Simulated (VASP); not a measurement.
# FCClBr2 in VASP: reference runs

Aim: a first look at FCClBr2 with PBE, on the cell as given.

Program: VASP 6.6.1. These are calculated values, not measurements. Logs are shortened: lines on timing, memory, paths and dates and some standing lists are left out, and cuts for length are marked.

### 1 The structure

The cell holds a molecule in a box, 5 atoms: a = 12.000 Å, b = 12.000 Å, c = 12.000 Å, α = 90.00°, β = 90.00°, γ = 90.00°.

### 2 Single point, PBE

INCAR

```
SYSTEM = CBr2ClF
PREC     = Accurate       ! precision mode
ENCUT    = 520            ! plane-wave cutoff, eV
EDIFF    = 1E-7           ! SCF threshold, eV
ISMEAR   = 0              ! smearing method
SIGMA    = 0.01           ! smearing width, eV
LREAL    = .FALSE.        ! projectors in reciprocal space
LASPH    = .TRUE.         ! aspherical terms in the spheres
NELM     = 100            ! most SCF steps
ALGO     = Normal         ! electronic algorithm
ISIF     = 2              ! what is computed and relaxed
LWAVE    = .FALSE.        ! write WAVECAR
LCHARG   = .FALSE.        ! write CHGCAR
GGA      = PE             ! functional
NBANDS   = 24             ! bands
```

KPOINTS

```
regular mesh
0
G
  1 1 1
  0 0 0
```

POSCAR

```
CBr2ClF
1.0
   12.0000000000      0.0000000000      0.0000000000
    0.0000000000     12.0000000000      0.0000000000
    0.0000000000      0.0000000000     12.0000000000
F C Cl Br
1 1 1 2
Direct
    0.5912000000      0.4045958300      0.5264625000
    0.4958083300      0.4580208300      0.5077208300
    0.4109666700      0.4459708300      0.6259625000
    0.4244250000      0.3905625000      0.3797041700
    0.5296833300      0.6129375000      0.4779208300
```

Potentials or basis: VASP PAW PBE potentials, release 64 (F, C, Cl, Br).

Command:

```sh
$ cat potpaw_PBE.64/F/POTCAR potpaw_PBE.64/C/POTCAR potpaw_PBE.64/Cl/POTCAR potpaw_PBE.64/Br/POTCAR > POTCAR
$ mpirun -np 1 vasp_gam > vasp.out
```

OUTCAR:

```text
SYSTEM = CBr2ClF
   PREC = Accurate
   ENCUT = 520
   EDIFF = 1E-7
   ISMEAR = 0
   LREAL = .FALSE.
   LASPH = .TRUE.
   NELM = 100
   ISIF = 2
   GGA = PE

 ion  position               nearest neighbor table
   1  0.591  0.405  0.526-   2 1.33
   2  0.496  0.458  0.508-   1 1.33   3 1.75   4 1.94   5 1.94
   3  0.411  0.446  0.626-   2 1.75
   4  0.424  0.391  0.380-   2 1.94
   5  0.530  0.613  0.478-   2 1.94

  LATTYP: Found a simple cubic cell.
 ALAT       =    12.0000000000

  Lattice vectors:

 A1 = (  12.0000000000,   0.0000000000,   0.0000000000)
 A2 = (   0.0000000000,  12.0000000000,   0.0000000000)
 A3 = (   0.0000000000,   0.0000000000,  12.0000000000)

Analysis of symmetry for initial positions (statically):
=====================================================================
 Subroutine PRICEL returns:
 Original cell was already a primitive cell.

 Routine SETGRP: Setting up the symmetry group for a
 simple cubic supercell.

 Subroutine GETGRP returns: Found  1 space group operations
 (whereof  1 operations were pure point group operations)
 out of a pool of 48 trial point group operations.

The static configuration has the point symmetry C_1 .

Analysis of symmetry for dynamics (positions and initial velocities):
=====================================================================
 Subroutine PRICEL returns:
 Original cell was already a primitive cell.

 Routine SETGRP: Setting up the symmetry group for a
 simple cubic supercell.

 Subroutine GETGRP returns: Found  1 space group operations
 (whereof  1 operations were pure point group operations)
 out of a pool of 48 trial point group operations.

The dynamic configuration has the point symmetry C_1 .

 Subroutine INISYM returns: Found  1 space group operations
 (whereof  1 operations are pure point group operations),
 and found     1 'primitive' translations

----------------------------------------------------------------------------------------

                                     Primitive cell

  volume of cell :    1728.0000

  direct lattice vectors                    reciprocal lattice vectors
    12.000000000  0.000000000  0.000000000     0.083333333  0.000000000  0.000000000
     0.000000000 12.000000000  0.000000000     0.000000000  0.083333333  0.000000000
     0.000000000  0.000000000 12.000000000     0.000000000  0.000000000  0.083333333

  length of vectors
    12.000000000 12.000000000 12.000000000     0.083333333  0.083333333  0.083333333

  position of ions in fractional coordinates (direct lattice)
     0.591200000  0.404595830  0.526462500
     0.495808330  0.458020830  0.507720830
     0.410966670  0.445970830  0.625962500
     0.424425000  0.390562500  0.379704170
     0.529683330  0.612937500  0.477920830

  ion indices of the primitive-cell ions
   primitive index   ion index
                 1           1
                 2           2
                 3           3
                 4           4
                 5           5

----------------------------------------------------------------------------------------

 KPOINTS: regular mesh

Automatic generation of k-mesh.
 Grid dimensions read from file:
 generate k-points for:    1    1    1

 Generating k-lattice:

  Cartesian coordinates                     Fractional coordinates (reciprocal lattice)
     0.083333333  0.000000000  0.000000000     1.000000000  0.000000000  0.000000000
     0.000000000  0.083333333  0.000000000     0.000000000  1.000000000  0.000000000
     0.000000000  0.000000000  0.083333333     0.000000000  0.000000000  1.000000000

  Length of vectors
     0.083333333  0.083333333  0.083333333

  Shift w.r.t. Gamma in fractional coordinates (k-lattice)
     0.000000000  0.000000000  0.000000000

 Subroutine IBZKPT returns following result:
 ===========================================

 Found      1 irreducible k-points:

 Following reciprocal coordinates:
            Coordinates               Weight
  0.000000  0.000000  0.000000      1.000000
   k-points           NKPTS =      1   k-points in BZ     NKDIM =      1   number of bands    NBANDS=     24
   number of dos      NEDOS =    301   number of ions     NIONS =      5
   total plane-waves  NPLWV = 729000
   dimension x,y,z NGX =    90 NGY =   90 NGZ =   90
   dimension x,y,z NGXF=   180 NGYF=  180 NGZF=  180
   ions per type =               1   1   1   2
   NGX,Y,Z   is equivalent  to a cutoff of  12.47, 12.47, 12.47 a.u.
   NGXF,Y,Z  is equivalent  to a cutoff of  24.94, 24.94, 24.94 a.u.
 SYSTEM =  CBr2ClF
   PREC   = accura    normal or accurate (medium, high low for compatibility)
   ISTART =      0    job   : 0-new  1-cont  2-samecut
   ICHARG =      2    charge: 1-file 2-atom 10-const
   ISPIN  =      1    spin polarized calculation?
   LNONCOLLINEAR =      F non collinear calculations
   LSORBIT =      F    spin-orbit coupling
   LASPH  =      T    aspherical Exc in radial PAW
   ENCUT  =  520.0 eV  38.22 Ry    6.18 a.u.  22.31 22.31 22.31*2*pi/ulx,y,z
   NELM   =    100;   NELMIN=  2; NELMDL= -5     # of ELM steps
   EDIFF  = 0.1E-06   stopping-criterion for ELM
   LREAL  =      F    real-space projection
   EDIFFG = 0.1E-05   stopping-criterion for IOM
   NSW    =      0    number of steps for IOM
   IBRION =     -1    ionic relax: 0-MD 1-quasi-New 2-CG
   NFREE  =      0    steps in history (QN), initial steepest desc. (CG)
   ISIF   =      2    stress and relaxation
   ISYM   =      2    0-nonsym 1-usesym 2-fastsym
   POTIM  = 0.5000    time-step for ionic-motion
   TEBEG  =    0.0;   TEEND  =   0.0 temperature during run
   PSTRESS=    0.0 pullay stress
   NELECT =      32.0000    total number of electrons
   NUPDOWN=      -1.0000    fix difference up-down
   EMIN   =  10.00;   EMAX   =-10.00  energy-range for DOS
   EFERMI =   0.00;   METHOD = LEGACY
   ISMEAR =     0;   SIGMA  =   0.01  broadening in eV -4-tet -1-fermi 0-gaus
   EFERMI_NEDOS =   21; number of points for ismear=-14 and -15
   IALGO  =     38    algorithm
   IMIX   =      4    mixing-type and parameters
     AMIX     =   0.40;   BMIX     =  1.00
     AMIX_MAG =   1.60;   BMIX_MAG =  1.00
  volume/ion in A,a.u.               =     345.60      2332.22
  Fermi-wavevector in a.u.,A,eV,Ry     =   0.433122  0.818482  2.552380  0.187595
  Thomas-Fermi vector in A             =   1.403327
   LORBIT       =      0    0 simple, 1 ext, 2 COOP (PROOUT), +10 PAW based schemes
   GGA     = PE    functional components
   LHFCALC =     F    Hartree Fock is set to
   AEXX    =    0.0000 exact exchange contribution
   IVDW    =     0    specifies the selected vdW correction
   LEPSILON=     F    determine dielectric tensor
   LRPA    =     F    only Hartree local field effects (RPA)
 non-spin polarized calculation
 Gauss-broadening in eV      SIGMA  =   0.01
  energy-cutoff  :      520.00
  volume of cell :     1728.00
 maximum number of plane-waves:     23293
 NGX is ok and might be reduce to    90
   NGX = 45   NGY = 45   NGZ = 45

 number of electron      32.0000002 magnetization

 Free energy of the ion-electron system (eV)
  ---------------------------------------------------
  ext. energy  EPLUGINS =         0.00000000
  ---------------------------------------------------
  free energy    TOTEN  =       -17.92822679 eV

  energy without entropy =      -17.92822679  energy(sigma->0) =      -17.92822679

 E-fermi :  -6.5544     XC(G=0):  -0.9982

 val. band max:       -6.6869647094   @ k =   0.0000   0.0000   0.0000
 cond. band min:      -2.5608136725   @ k =   0.0000   0.0000   0.0000
 fundamental gap:      4.1261510368
 Fermi energy:        -6.5543906651

 k-point     1 :       0.0000    0.0000    0.0000
  band No.  band energies     occupation
      1     -32.1059      2.00000
      2     -22.6960      2.00000
      3     -20.7221      2.00000
      4     -20.2791      2.00000
      5     -16.2286      2.00000
      6     -13.3168      2.00000
      7     -12.9018      2.00000
      8     -12.8216      2.00000
      9      -9.8033      2.00000
     10      -9.6939      2.00000
     11      -8.4178      2.00000
     12      -8.0047      2.00000
     13      -7.7361      2.00000
     14      -7.2149      2.00000
     15      -6.9772      2.00000
     16      -6.6870      2.00000
     17      -2.5608      0.00000
     18      -1.2865      0.00000
     19      -0.6888      0.00000
     20      -0.2755      0.00000
     21       0.8093      0.00000
     22       0.8604      0.00000
     23       0.9024      0.00000
     24       0.9812      0.00000

------------------------ aborting loop because EDIFF is reached ----------------------------------------

  FORCE on cell =-STRESS in cart. coord.  units (eV):
  Direction    XX          YY          ZZ          XY          YZ          ZX
  --------------------------------------------------------------------------------------
  -------------------------------------------------------------------------------------
  Total        1.6033876      1.3759563      1.0320887     -0.2782827     -0.0207022      0.2374303
  in kB        1.4866384      1.2757674      0.9569381     -0.2580198     -0.0191948      0.2201420
  external PRESSURE =       1.2397813 kB  Pullay stress =       0.0000000 kB

 VOLUME and BASIS-vectors are now :
 -----------------------------------------------------------------------------
  energy-cutoff  :      520.00
  volume of cell :     1728.00
      direct lattice vectors                 reciprocal lattice vectors
    12.000000000  0.000000000  0.000000000     0.083333333  0.000000000  0.000000000
     0.000000000 12.000000000  0.000000000     0.000000000  0.083333333  0.000000000
     0.000000000  0.000000000 12.000000000     0.000000000  0.000000000  0.083333333

 POSITION                                       TOTAL-FORCE (eV/Angst)
 -----------------------------------------------------------------------------------
      7.09440      4.85515      6.31755         1.063591     -0.593269      0.195716
      5.94970      5.49625      6.09265        -0.723826      0.344114      0.009555
      4.93160      5.35165      7.51155        -0.218526     -0.024303      0.287364
      5.09310      4.68675      4.55645        -0.223835     -0.207608     -0.398559
      6.35620      7.35525      5.73505         0.102597      0.481067     -0.094076
 -----------------------------------------------------------------------------------
    total drift:                                0.000862     -0.001131     -0.001534

  FREE ENERGIE OF THE ION-ELECTRON SYSTEM (eV)
  ---------------------------------------------------
  free  energy   TOTEN  =       -17.9282267944 eV

  energy  without entropy=      -17.9282267944  energy(sigma->0) =      -17.92822679
```

Wall time 2.1 min (1 thread of Intel Xeon Platinum 8559C (Emerald Rapids), shared host); peak memory 1.3 GiB.

What came out:

```yaml
Free_energy: -17.9282 eV
Largest_force: 1.233 eV/Å
Gap_between_the_frontier_levels: 4.13 eV
```

Forces in eV/Å, atoms in the order of the input:
```
F    1.064 -0.593  0.196
C   -0.724  0.344  0.010
Cl  -0.219 -0.024  0.287
Br  -0.224 -0.208 -0.399
Br   0.103  0.481 -0.094
```

As with any semilocal functional, this PBE gap is likely too small.
